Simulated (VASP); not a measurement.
Here is the system:

```yaml
crystal:
  lattice:
    - [4.19504, 0.00000, 0.00000]
    - [0.00000, 4.95568, 0.00000]
    - [0.00000, 0.00000, 17.08661]
  atoms:
    - { symbol: As, position: [0.75000, 0.87230, 0.59032] }
    - { symbol: As, position: [0.25000, 0.37230, 0.40968] }
    - { symbol: Bi, position: [0.25000, 0.50230, 0.57027] }
    - { symbol: Bi, position: [0.75000, 0.00230, 0.42973] }
```

All values below come from PBE GGA, VASP's PBE PAW potentials (set 64) (plane waves; VASP). Numerical set-up: 300 eV cut-off, 3×3×1 Γ-centred mesh, Fermi-Dirac smearing of 0.10 eV, potentials As Bi_d.

At this cut-off the stress carries a Pulay error, which pulls relaxed volumes low. The cell holds a wide vacuum, so values per volume refer to the whole cell.

**Question.** Which forces act on the atoms, in eV/Å?

**Answer.** 
```csv
atom,Fx,Fy,Fz
As1,0.000,0.221,-0.170
As2,0.000,0.221,0.170
Bi3,0.000,-0.221,0.155
Bi4,0.000,-0.221,-0.155
```

**Question.** Give the stress tensor in GPa (positive for a compressed cell).

**Answer.** 
```
 0.07   0.00   0.00
 0.00  -0.96   0.00
 0.00   0.00  -0.17
```
The pressure is its mean diagonal, -0.35 GPa.

The cell is a sheet with vacuum, built from a generated structure.
